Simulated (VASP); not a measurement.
Output of a VASP run:

### OSZICAR
```
       N       E                     dE             d eps       ncg     rms          rms(c)
DAV:   1    -0.341046454251E+03   -0.34105E+03   -0.17298E+01   324   0.108E+01    0.108E+01
DAV:   2    -0.341166528855E+03   -0.12007E+00   -0.53412E-01   350   0.123E+00    0.716E+00
DAV:   3    -0.341134951346E+03    0.31578E-01   -0.27368E-02   366   0.306E-01    0.416E+00
DAV:   4    -0.341121417311E+03    0.13534E-01   -0.86581E-03   358   0.170E-01    0.234E+00
DAV:   5    -0.341116846234E+03    0.45711E-02   -0.25372E-03   366   0.883E-02    0.130E+00
DAV:   6    -0.341115207139E+03    0.16391E-02   -0.58039E-04   376   0.465E-02    0.714E-01
DAV:   7    -0.341114620979E+03    0.58616E-03   -0.18576E-04   368   0.283E-02    0.388E-01
DAV:   8    -0.341114421872E+03    0.19911E-03   -0.69398E-05   360   0.176E-02    0.207E-01
DAV:   9    -0.341114357708E+03    0.64164E-04   -0.22612E-05   240   0.106E-02    0.112E-01
DAV:  10    -0.341114338768E+03    0.18940E-04   -0.11197E-05   198   0.742E-03    0.576E-02
DAV:  11    -0.341114334383E+03    0.43850E-05   -0.38744E-06   182   0.421E-03
   1 F= -.34111433E+03 E0= -.34111433E+03  d E =-.154868E-10
```

### OUTCAR
```
------------------------ aborting loop because EDIFF is reached ----------------------------------------
  volume of cell :     1355.51
      direct lattice vectors                 reciprocal lattice vectors
    11.067109208  0.000000000  0.000000000     0.090357832  0.000000000  0.000000000
     0.000000000 11.067109208  0.000000000     0.000000000  0.090357832  0.000000000
     0.000000000  0.000000000 11.067109208     0.000000000  0.000000000  0.090357832
  FREE ENERGIE OF THE ION-ELECTRON SYSTEM (eV)
  ---------------------------------------------------
  free  energy   TOTEN  =      -341.1143343830 eV

  energy  without entropy=     -341.1143343830  energy(sigma->0) =     -341.11433438

  exchange ACFDT corr.  =         0.00000000  see jH, gK, PRB 81, 115126
```
(Selected blocks of OUTCAR.)

POSCAR:
```
Ga32HP32
1
   11.0671092084     0.0000000000     0.0000000000
    0.0000000000    11.0671092084     0.0000000000
    0.0000000000     0.0000000000    11.0671092084
Ga P H
32 32 1
Direct
  0.5019184291   0.0010213082   0.0010429287
  0.7489899253   0.2483648609   0.0007554881
  0.7488104484   0.0009048423   0.2483055176
  0.0001107278   0.9998959741   0.9999579229
  0.2498872092   0.2497199037   0.9975639552
  0.5003695018   0.5003539279   0.9972170778
  0.7499377799   0.7499793482   0.0000923782
  0.2497580450   0.9974589559   0.2493992978
  0.4912952841   0.2583772753   0.2581192595
  0.7522331394   0.5002604634   0.2494830582
  0.5002483319   0.9973167031   0.4999590420
  0.7520016140   0.2496924119   0.5003101976
  0.7500236018   0.9996389128   0.7498428869
  0.0008600459   0.5018811240   0.0007478702
  0.2485110562   0.7487277161   0.0006299528
  0.9973753581   0.2495821382   0.2496169902
  0.2577467498   0.4917212074   0.2577314193
  0.4999972546   0.7520392113   0.2498046190
  0.0006733934   0.0007976160   0.5019285783
  0.2578410036   0.2575984322   0.4915528621
  0.4917832553   0.4917676813   0.4917343725
  0.7489730310   0.7488117331   0.5014884084
  0.2483861548   0.0007492283   0.7490080228
  0.5002911759   0.2494700409   0.7521917117
  0.7489212837   0.5015076034   0.7487489737
  0.0009066446   0.7491128191   0.2482191472
  0.9974317483   0.4999258601   0.4999461859
  0.2495690806   0.7521872424   0.5001671513
  0.0009075088   0.2481830568   0.7489747841
  0.2497103380   0.5000214615   0.7520655642
  0.5015677432   0.7491489614   0.7488408274
  0.9998747054   0.7495258545   0.7499537020
  0.6217825620   0.1283119191   0.1281327392
  0.8749624248   0.3750209011   0.1231551970
  0.8746540946   0.1232226388   0.3750898858
  0.1252588013   0.1252404950   0.1250664054
  0.3750156689   0.3752332011   0.1200571060
  0.6246904225   0.6247405292   0.1251715616
  0.8748282017   0.8750343554   0.1248297912
  0.3749466891   0.1200295492   0.3747064116
  0.6295308231   0.3749930346   0.3748381092
  0.8750041316   0.6265767568   0.3748363172
  0.6247230089   0.1249601372   0.6246716926
  0.8750043265   0.3748687563   0.6265637312
  0.8749355681   0.1246692147   0.8747909924
  0.1279254966   0.6218945275   0.1278383562
  0.3750499153   0.8746719304   0.1230883440
  0.1202116296   0.3747125249   0.3747473505
  0.3746555839   0.6293490950   0.3749125982
  0.6266088214   0.8747604437   0.3749204627
  0.1279560823   0.1277853456   0.6218748227
  0.3749748630   0.3746138487   0.6293350164
  0.6216260305   0.6217261512   0.6216631646
  0.8748880147   0.8745345140   0.6251295551
  0.3750214522   0.1231838087   0.8749342739
  0.6266678772   0.3750111884   0.8748055325
  0.8746270162   0.6250181477   0.8748929813
  0.1232487154   0.8750178595   0.3749481479
  0.1250892142   0.6245554363   0.6245499201
  0.3749483542   0.8750016023   0.6264851723
  0.1233147091   0.3748737944   0.8749465344
  0.3751130845   0.6265847990   0.8746833943
  0.6251348597   0.8748481310   0.8749226346
  0.1248672198   0.8746489243   0.8748631780
  0.3748277680   0.3745715634   0.3749034666
```

Reconstruct the remaining input files.

One answer among several that fit: the input of the run itself, HSE06 screened hybrid, plane waves, VASP's PBE PAW potentials (set 64).

INCAR:
```
SYSTEM = Ga32HP32
PREC = Normal
ENCUT = 400
EDIFF = 1E-5
NELM = 50
ALGO = Normal
LREAL = Auto
LASPH = .TRUE.
ISMEAR = 0
SIGMA = 0.05
GGA = PE
LMAXMIX = 4
LWAVE = .FALSE.
LCHARG = .FALSE.
NELMIN = 4
ISYM = 0
NELECT = 258.0
HFSCREEN = 0.2
AEXX = 0.25
LHFCALC = .TRUE.
PRECFOCK = Fast
ISIF = 0
```

**KPOINTS**
```
Automatic mesh
0
G
1 1 1
0 0 0
```

POTCAR, in this order: Ga P H (PBE.64 set). Program: vasp_gam. Read from the step before: WAVECAR.

The cell is charged, with a uniform compensating background. The supercell is sampled at Γ alone, which is coarse: total energies, pressure and levels can be off, energies of defects by several tenths of an eV.

The cell is a supercell with a defect, built from GaP (zinc blende): H_i, charge -1. The cell's shape comes from a PBE relaxation. The run is not spin-polarised, so no state with unpaired spins was tried.
